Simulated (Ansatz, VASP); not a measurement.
## Cross-check of Si17O12 (amorphous SiO0.71) between VASP and Ansatz

Aim: how closely do two programs agree when they are given the same cell, functional and k mesh? Of the first pair: The structure shown is the start of the Ansatz relaxation below; VASP solves that cell, so the two are compared at the walk's first step.

Calculated with Ansatz 0.2.0; plane waves, with VASP 6.6.1 beside it; single point at PBE.

## 1. Starting point

The cell holds 87 atoms: 51 Si and 36 O. Cell: a = 11.453 Å, b = 11.453 Å, c = 11.453 Å, α = 90.0°, β = 90.0°, γ = 90.0°. 87 atoms (51 Si, 36 O) packed at random and pushed apart as soft spheres at 2.22 g/cm^3; MD (Langevin at fixed volume unless said) with the MACE-MP-0b2 small potential (Batatia et al., arXiv:2401.00096), steps of 1.5 fs: 0.525 ps at 3200 K, 3200 to 1920 K in 0.525 ps, 1920 to 300 K in 1.5 ps; then atoms relaxed.

## 2. Ansatz: relaxation, PBE

Ansatz runs on its default PAW (the set named soft_2) files.

The two programs are compared at the cell with which this relaxation starts, whose forces are those of its first step.

input.yaml reads:

```yaml
crystal:
  lattice:
    - [11.45271, 0.0, 0.0]
    - [0.0, 11.45271, 0.0]
    - [0.0, 0.0, 11.45271]
  atoms:
    - { symbol: Si, position: [0.23946, 0.9183, 0.90426] }
    - { symbol: Si, position: [0.96632, 0.05621, 0.21407] }
    - { symbol: Si, position: [0.49659, 0.20319, 0.09591] }
    - { symbol: Si, position: [0.02258, 0.25661, 0.81677] }
    - { symbol: Si, position: [0.30601, 0.7473, 0.11333] }
    - { symbol: Si, position: [0.44892, 0.46088, 0.82303] }
    - { symbol: Si, position: [0.75797, 0.44124, 0.22359] }
    - { symbol: Si, position: [0.25193, 0.85746, 0.65596] }
    - { symbol: Si, position: [0.6791, 0.26234, 0.30336] }
    - { symbol: Si, position: [0.65109, 0.65091, 0.37641] }
    - { symbol: Si, position: [0.21018, 0.79655, 0.2874] }
    - { symbol: Si, position: [0.04131, 0.89197, 0.87865] }
    - { symbol: Si, position: [0.69472, 0.77213, 0.75951] }
    - { symbol: Si, position: [0.84505, 0.9205, 0.46793] }
    - { symbol: Si, position: [0.61267, 0.6037, 0.9434] }
    - { symbol: Si, position: [0.63615, 0.92212, 0.13952] }
    - { symbol: Si, position: [0.16673, 0.5318, 0.00814] }
    - { symbol: Si, position: [0.45447, 0.01324, 0.13524] }
    - { symbol: Si, position: [0.38754, 0.26568, 0.779] }
    - { symbol: Si, position: [0.01117, 0.40545, 0.49279] }
    - { symbol: Si, position: [0.24662, 0.55838, 0.32561] }
    - { symbol: Si, position: [0.79192, 0.07929, 0.31883] }
    - { symbol: Si, position: [0.21315, 0.42067, 0.17762] }
    - { symbol: Si, position: [0.3227, 0.59127, 0.62373] }
    - { symbol: Si, position: [0.58248, 0.72842, 0.18468] }
    - { symbol: Si, position: [0.61247, 0.296, 0.51152] }
    - { symbol: Si, position: [0.7511, 0.00135, 0.89325] }
    - { symbol: Si, position: [0.11316, 0.24832, 0.13433] }
    - { symbol: Si, position: [0.02876, 0.85673, 0.6638] }
    - { symbol: Si, position: [0.7819, 0.49233, 0.95326] }
    - { symbol: Si, position: [0.80931, 0.33192, 0.82504] }
    - { symbol: Si, position: [0.49262, 0.54399, 0.43554] }
    - { symbol: Si, position: [0.03354, 0.23301, 0.60572] }
    - { symbol: Si, position: [0.31773, 0.99925, 0.29007] }
    - { symbol: Si, position: [0.00815, 0.85638, 0.26411] }
    - { symbol: Si, position: [0.66301, 0.18443, 0.86105] }
    - { symbol: Si, position: [0.01543, 0.45263, 0.16565] }
    - { symbol: Si, position: [0.20211, 0.46683, 0.50778] }
    - { symbol: Si, position: [0.62302, 0.39413, 0.73797] }
    - { symbol: Si, position: [0.93415, 0.67425, 0.68405] }
    - { symbol: Si, position: [0.54356, 0.17349, 0.68957] }
    - { symbol: Si, position: [0.64791, 0.82035, 0.49787] }
    - { symbol: Si, position: [0.35873, 0.12703, 0.4414] }
    - { symbol: Si, position: [0.09049, 0.47982, 0.81435] }
    - { symbol: Si, position: [0.86716, 0.54321, 0.53884] }
    - { symbol: Si, position: [0.23099, 0.26046, 0.54552] }
    - { symbol: Si, position: [0.78182, 0.3751, 0.61891] }
    - { symbol: Si, position: [0.93887, 0.7279, 0.01923] }
    - { symbol: Si, position: [0.94487, 0.0672, 0.92593] }
    - { symbol: Si, position: [0.28372, 0.19663, 0.93507] }
    - { symbol: Si, position: [0.41999, 0.96907, 0.55774] }
    - { symbol: O, position: [0.93805, 0.94028, 0.58218] }
    - { symbol: O, position: [0.03377, 0.56878, 0.0721] }
    - { symbol: O, position: [0.63537, 0.65227, 0.07614] }
    - { symbol: O, position: [0.99217, 0.32766, 0.09441] }
    - { symbol: O, position: [0.55965, 0.25253, 0.21576] }
    - { symbol: O, position: [0.36684, 0.24581, 0.04568] }
    - { symbol: O, position: [0.30955, 0.86952, 0.79056] }
    - { symbol: O, position: [0.06415, 0.15961, 0.24027] }
    - { symbol: O, position: [0.48587, 0.53258, 0.94309] }
    - { symbol: O, position: [0.48636, 0.03853, 0.66722] }
    - { symbol: O, position: [0.94099, 0.06513, 0.07195] }
    - { symbol: O, position: [0.70697, 0.93914, 0.01627] }
    - { symbol: O, position: [0.94792, 0.77819, 0.15339] }
    - { symbol: O, position: [0.39439, 0.54946, 0.33036] }
    - { symbol: O, position: [0.254, 0.6406, 0.03453] }
    - { symbol: O, position: [0.52468, 0.40737, 0.46895] }
    - { symbol: O, position: [0.35331, 0.54515, 0.75542] }
    - { symbol: O, position: [0.44472, 0.61007, 0.55313] }
    - { symbol: O, position: [0.74545, 0.42978, 0.07974] }
    - { symbol: O, position: [0.29375, 0.85446, 0.02148] }
    - { symbol: O, position: [0.15635, 0.25356, 0.89198] }
    - { symbol: O, position: [0.4379, 0.72674, 0.1612] }
    - { symbol: O, position: [0.60614, 0.7161, 0.85237] }
    - { symbol: O, position: [0.29501, 0.28911, 0.67287] }
    - { symbol: O, position: [0.25445, 0.71498, 0.62848] }
    - { symbol: O, position: [0.58897, 0.20265, 0.98651] }
    - { symbol: O, position: [0.92534, 0.82951, 0.38209] }
    - { symbol: O, position: [0.77546, 0.58954, 0.43611] }
    - { symbol: O, position: [0.02025, 0.60202, 0.78025] }
    - { symbol: O, position: [0.8162, 0.69915, 0.76393] }
    - { symbol: O, position: [0.89844, 0.48153, 0.24135] }
    - { symbol: O, position: [0.63993, 0.76221, 0.62945] }
    - { symbol: O, position: [0.72123, 0.90887, 0.78766] }
    - { symbol: O, position: [0.52752, 0.9006, 0.4851] }
    - { symbol: O, position: [0.70309, 0.98612, 0.24753] }
    - { symbol: O, position: [0.27091, 0.0576, 0.92835] }
kpoints:
  mp_grid: { grid: [1, 1, 1] }
hamiltonian:
  xc: pbe
scf:
  occupations: { method: fermi_dirac, width: 0.025 }
output:
  forces: true
relax:
  f_tol: 0.04
  max_steps: 250
  cell: {}
```

Run with:

```console
$ ansatz run input.yaml --threads 4 --pin off --max-ram 8192MiB --backend cpu --events-out ev --progress --plain --runs-dir out
```

Numbers of over 12 decimals in the logs are rounded to 6 here.

Output:

```text
Engine: ansatz 0.2.0, aarch64-unknown-linux-gnu
Pseudopotentials: kind: paw
Pseudopotential: Si, paw, valence charge 4, recommended cutoff 420 eV (normal), Si.paw.azcp
Pseudopotential: O, paw, valence charge 6, recommended cutoff 420 eV (normal), O.paw.azcp
Functional definition: PBE
  parameter kappa = 0.804
  parameter beta = 0.066725
  exchange = pbe_x(kappa = kappa, mu = beta*pi^2/3)
  correlation = pbe_c(beta = beta)
Crystal: 87 atoms, lattice volume = 1502.190 Å³
Basis set: ecut = 420 eV, 29423 PW (Γ), exchange–correlation on 160×160×160 points (8 copies of the dense FFT grid, shifted against one another)
Bands: 297, of which v1, the nominal top of the filled ones, is band 210 counted from 1 (209 counted from 0)
Symmetry: 1 space group operations
Space group: P1 (ITA 1), of the structure as read, at distance tolerance 1.1e-4 Å
k-points: 1
Non-local potential: Si, projectors of the file, l = 0: 2, l = 1: 2, l = 2: 2
Non-local potential: O, projectors of the file, l = 0: 2, l = 1: 2, l = 2: 1
PAW form: soft (Blöchl's): semilocal exchange-correlation on the pseudo side does not see the compensation charge
PAW one-centre angular grid: Si, 110 points (default); XC on 64 Gauss nodes
PAW one-centre angular grid: O, 110 points (default); XC on 64 Gauss nodes
Initial density: superposition of atomic densities (neutral atoms: chi_scale 0, normalization atom), corrected by the library's trained network
Initial wavefunctions: pseudopotential atomic-orbital guess
Functional: x = pbe(κ = 0.804, μ = 0.219515), c = pbe(β = 0.066725)
SCF iter   1: F=—  HF=-52869.972815 eV  |F-HF|=—  |Δ(HF+E_count)|=         —  Δρ=7.74e-3  dr2=3.63e0  ethr=1.77e-3  ⟨swp⟩=6.0  Hψ=1383  notcnv=0  defer=47
preconditioner: auto → LDOS  [metal: Δε(μ)=0.044 eV  Ē_g=9.284 eV  σ=0.025 eV  W_gap=0.41  n_scr=256 (ndim 8)  ℏωp=17.9 eV  f_vac=0.061  D(μ)=35.19/eV (n_scr^D=250)  β→1.0]
SCF iter   2: F=—  HF=-52869.938147 eV  |F-HF|=—  |Δ(HF+E_count)|=   3.47e-2  Δρ=7.96e-3  dr2=4.62e0  ethr=8.64e-4  ⟨swp⟩=4.0  Hψ=491  notcnv=0  defer=77
SCF iter   3: F=—  HF=-52869.634963 eV  |F-HF|=—  |Δ(HF+E_count)|=   3.03e-1  Δρ=2.99e-3  dr2=7.06e-1  ethr=8.64e-4  ⟨swp⟩=2.0  Hψ=239  notcnv=0  defer=77
SCF iter   4: F=—  HF=-52869.599522 eV  |F-HF|=—  |Δ(HF+E_count)|=   3.54e-2  Δρ=1.11e-3  dr2=8.01e-2  ethr=1.68e-4  ⟨swp⟩=1.0  Hψ=220  notcnv=0  defer=77
SCF iter   5: F=—  HF=-52869.594730 eV  |F-HF|=—  |Δ(HF+E_count)|=   4.79e-3  Δρ=7.50e-4  dr2=3.40e-2  ethr=1.91e-5  ⟨swp⟩=2.0  Hψ=224  notcnv=0  defer=77
SCF iter   6: F=—  HF=-52869.592863 eV  |F-HF|=—  |Δ(HF+E_count)|=   1.87e-3  Δρ=5.65e-4  dr2=1.20e-2  ethr=8.10e-6  ⟨swp⟩=2.0  Hψ=319  notcnv=0  defer=77
SCF iter   7: F=—  HF=-52869.591596 eV  |F-HF|=—  |Δ(HF+E_count)|=   1.27e-3  Δρ=2.89e-4  dr2=4.82e-3  ethr=2.85e-6  ⟨swp⟩=2.0  Hψ=362  notcnv=0  defer=77
SCF iter   8: F=—  HF=-52869.591309 eV  |F-HF|=—  |Δ(HF+E_count)|=   2.87e-4  Δρ=1.75e-4  dr2=1.25e-3  ethr=1.15e-6  ⟨swp⟩=1.0  Hψ=220  notcnv=0  defer=77
SCF iter   9: F=—  HF=-52869.591167 eV  |F-HF|=—  |Δ(HF+E_count)|=   1.42e-4  Δρ=1.04e-4  dr2=4.66e-4  ethr=2.97e-7  ⟨swp⟩=2.0  Hψ=399  notcnv=0  defer=77
SCF iter  10: F=—  HF=-52869.591129 eV  |F-HF|=—  |Δ(HF+E_count)|=   3.78e-5  Δρ=6.18e-5  dr2=1.79e-4  ethr=1.11e-7  ⟨swp⟩=2.0  Hψ=270  notcnv=0  defer=77
SCF iter  11: F=—  HF=-52869.591112 eV  |F-HF|=—  |Δ(HF+E_count)|=   1.74e-5  Δρ=3.17e-5  dr2=4.16e-5  ethr=4.26e-8  ⟨swp⟩=3.0  Hψ=399  notcnv=0  defer=77
SCF iter  12: F=—  HF=-52869.591100 eV  |F-HF|=—  |Δ(HF+E_count)|=   1.14e-5  Δρ=1.89e-5  dr2=1.36e-5  ethr=9.91e-9  ⟨swp⟩=2.0  Hψ=471  notcnv=0  defer=77
SCF iter  13: F=—  HF=-52869.591099 eV  |F-HF|=—  |Δ(HF+E_count)|=   1.29e-6  Δρ=9.91e-6  dr2=3.81e-6  ethr=3.23e-9  ⟨swp⟩=2.0  Hψ=362  notcnv=0  defer=77
SCF iter  14: F=—  HF=-52869.591099 eV  |F-HF|=—  |Δ(HF+E_count)|=   3.56e-7  Δρ=5.66e-6  dr2=1.05e-6  ethr=9.08e-10  ⟨swp⟩=2.0  Hψ=268  notcnv=0  defer=77
SCF iter  15: F=—  HF=-52869.591099 eV  |F-HF|=—  |Δ(HF+E_count)|=   5.44e-8  Δρ=3.74e-6  dr2=4.25e-7  ethr=2.51e-10  ⟨swp⟩=2.0  Hψ=392  notcnv=0  defer=77
SCF iter  16: F=—  HF=-52869.591099 eV  |F-HF|=—  |Δ(HF+E_count)|=   1.79e-8  Δρ=2.58e-6  dr2=1.66e-7  ethr=1.01e-10  ⟨swp⟩=2.0  Hψ=431  notcnv=0  defer=77
SCF iter  17: F=-52869.591099 eV  HF=-52869.591099 eV  |F-HF|=5.85e-8  |Δ(HF+E_count)|=   1.44e-8  Δρ=1.67e-6  dr2=7.97e-8  ethr=2.38e-11  ⟨swp⟩=4.0  Hψ=869  notcnv=0
SCF 1 converged in 17 iterations: F = -52869.591099 eV  dr2 = 7.97e-8
  greatest PAW one-centre occupation: 0.869 electrons in one spin orbital (limit 2), on the O atom at site 54 (counted from 0), in its partial waves of l = 0
relax step   1: F+E_penalty+E_count = -52869.59109856 eV  Δ(F+E_penalty+E_count) = +0.000e0 eV  max|allowed force component| = 1.259e0 eV/Å  Δτ_max = 0.0000 Å  P = +0.039 GPa  Ω = 1502.190 Å³  (17 SCF iters, dr2 threshold 1.00e-7 eV, accepted)
[...]
atom  70  O      0.00397124    -0.00458037     0.00086625
  atom  71  O      0.00765617     0.00197578    -0.00871114
  atom  72  O      0.00279132     0.00186836    -0.00557412
  atom  73  O     -0.00110892    -0.01151295    -0.01714629
  atom  74  O      0.00097602     0.00727430    -0.00218897
  atom  75  O     -0.02379627    -0.00516124     0.01421609
  atom  76  O     -0.00685993    -0.00074251     0.01010532
  atom  77  O     -0.00028344     0.00419990    -0.01164526
  atom  78  O     -0.00114533    -0.00187618    -0.00553043
  atom  79  O      0.00678219    -0.00518246     0.01460251
  atom  80  O     -0.00094197     0.00304008    -0.00302032
  atom  81  O     -0.00175609     0.00246527    -0.00575593
  atom  82  O     -0.00647656    -0.00131910     0.00145564
  atom  83  O     -0.01208003    -0.00446475    -0.00455628
  atom  84  O     -0.00230530     0.00206618    -0.01146051
  atom  85  O     -0.01178534    -0.00103452    -0.00884293
  atom  86  O      0.00145281    -0.00426683     0.00691080
  atom  87  O      0.00782971     0.00055233     0.01978259
  max |Σ_I F_I| component: 1.62e-5 eV/Å
--- Stress (GPa, compression-positive) ---
        0.020237       0.006290       0.001821
        0.006288       0.019713      -0.001349
        0.001820      -0.001349       0.021654
  P = ⅓ Tr σ = 0.0205 GPa (0.205 kbar)
--- Relaxed structure (50 steps of the walk, 47 accepted, 2 SCFs on fresh bases) ---
  F+E_penalty+E_count = -52877.09589893 eV   max|allowed force component| = 2.380e-2 eV/Å   (the final SCF, on the basis selected at the relaxed cell)
  cell:  # Å, volume = 1453.7486 Å³
    - [11.418724, -0.372989, 0.108195]
    - [-0.372989, 11.288498, -0.012302]
    - [0.108195, -0.012302, 11.291308]
  atoms:
    - { symbol: Si, position: [0.244772, 0.931166, 0.908816] }
    - { symbol: Si, position: [0.975764, 0.057277, 0.199613] }
    - { symbol: Si, position: [0.500465, 0.204440, 0.117356] }
    - { symbol: Si, position: [-0.043810, 0.246493, 0.824834] }
    - { symbol: Si, position: [0.302479, 0.745838, 0.084722] }
    - { symbol: Si, position: [0.481476, 0.450276, 0.784547] }
    - { symbol: Si, position: [0.762578, 0.480798, 0.243589] }
    - { symbol: Si, position: [0.264668, 0.857776, 0.646106] }
    - { symbol: Si, position: [0.697462, 0.279202, 0.319381] }
    - { symbol: Si, position: [0.660819, 0.633256, 0.358762] }
    - { symbol: Si, position: [0.186449, 0.762492, 0.257147] }
    - { symbol: Si, position: [0.040338, 0.872291, 0.878085] }
    - { symbol: Si, position: [0.695789, 0.776188, 0.753389] }
    - { symbol: Si, position: [0.855210, 0.922248, 0.465348] }
    - { symbol: Si, position: [0.613925, 0.606095, 0.937998] }
    - { symbol: Si, position: [0.620213, 0.928692, 0.172902] }
    - { symbol: Si, position: [0.168965, 0.527290, -0.00611429] }
    - { symbol: Si, position: [0.451896, 0.031154, 0.219138] }
    - { symbol: Si, position: [0.394727, 0.256367, 0.774541] }
    - { symbol: Si, position: [-0.032503, 0.396699, 0.479173] }
    - { symbol: Si, position: [0.251291, 0.568013, 0.332849] }
    - { symbol: Si, position: [0.811060, 0.087544, 0.328816] }
    - { symbol: Si, position: [0.209464, 0.441054, 0.178248] }
    - { symbol: Si, position: [0.315626, 0.586477, 0.627278] }
[...]
- { symbol: Si, position: [0.066489, 0.449104, 0.815864] }
    - { symbol: Si, position: [0.836085, 0.537541, 0.557207] }
    - { symbol: Si, position: [0.227377, 0.256451, 0.540197] }
    - { symbol: Si, position: [0.850840, 0.272427, 0.628303] }
    - { symbol: Si, position: [0.941929, 0.697791, 0.00462563] }
    - { symbol: Si, position: [0.929671, 0.042512, 0.920467] }
    - { symbol: Si, position: [0.297956, 0.208578, 0.961116] }
    - { symbol: Si, position: [0.434509, 0.958332, 0.536095] }
    - { symbol: O, position: [0.945481, 0.925335, 0.583332] }
    - { symbol: O, position: [0.035341, 0.584677, 0.053737] }
    - { symbol: O, position: [0.617076, 0.666051, 0.067402] }
    - { symbol: O, position: [0.979101, 0.338372, 0.107198] }
    - { symbol: O, position: [0.588219, 0.272020, 0.215941] }
    - { symbol: O, position: [0.374931, 0.260324, 0.076501] }
    - { symbol: O, position: [0.297449, 0.925691, 0.773196] }
    - { symbol: O, position: [0.092679, 0.154382, 0.209631] }
    - { symbol: O, position: [0.509202, 0.500162, 0.920288] }
    - { symbol: O, position: [0.512350, 0.022789, 0.646109] }
    - { symbol: O, position: [0.936450, 0.079010, 0.062449] }
    - { symbol: O, position: [0.667190, 0.952889, 0.033142] }
    - { symbol: O, position: [0.921064, 0.767315, 0.133229] }
    - { symbol: O, position: [0.394063, 0.545936, 0.331828] }
    - { symbol: O, position: [0.258375, 0.645589, -0.017843] }
    - { symbol: O, position: [0.487520, 0.392740, 0.480518] }
    - { symbol: O, position: [0.365918, 0.520831, 0.744291] }
    - { symbol: O, position: [0.434804, 0.614198, 0.545042] }
    - { symbol: O, position: [0.759091, 0.463132, 0.096370] }
    - { symbol: O, position: [0.327158, 0.860089, -0.00222055] }
    - { symbol: O, position: [0.162722, 0.250132, 0.989890] }
    - { symbol: O, position: [0.420948, 0.717455, 0.153979] }
    - { symbol: O, position: [0.595710, 0.703953, 0.834654] }
    - { symbol: O, position: [0.296093, 0.251222, 0.670091] }
[...]
- { symbol: O, position: [0.00152128, 0.576338, 0.789281] }
    - { symbol: O, position: [0.822427, 0.717110, 0.772880] }
    - { symbol: O, position: [0.909643, 0.516749, 0.254842] }
    - { symbol: O, position: [0.656676, 0.763517, 0.618542] }
    - { symbol: O, position: [0.703567, 0.913779, 0.795710] }
    - { symbol: O, position: [0.535308, 0.881519, 0.465912] }
    - { symbol: O, position: [0.725067, 0.978916, 0.262391] }
    - { symbol: O, position: [0.272107, 0.065625, 0.958112] }
```

The column dr2 measures how far the density is from self-consistency, as an energy; F and HF (Harris–Foulkes) agree once it is small.

[end of part 1 of 3]

[Lines on the potential files, build, host, timing and source positions are cut from VASP's logs without a mark.]

[Logs are printed without paths, hosts, clocks, repeated set-up lines and the standing remarks that a program may print on its own settings, such as how far it seeks lower states.]

[Hosts, paths, dates, database ids (printed as entryN), source tags and the programs' standing remarks are cut or masked in the printed files.]
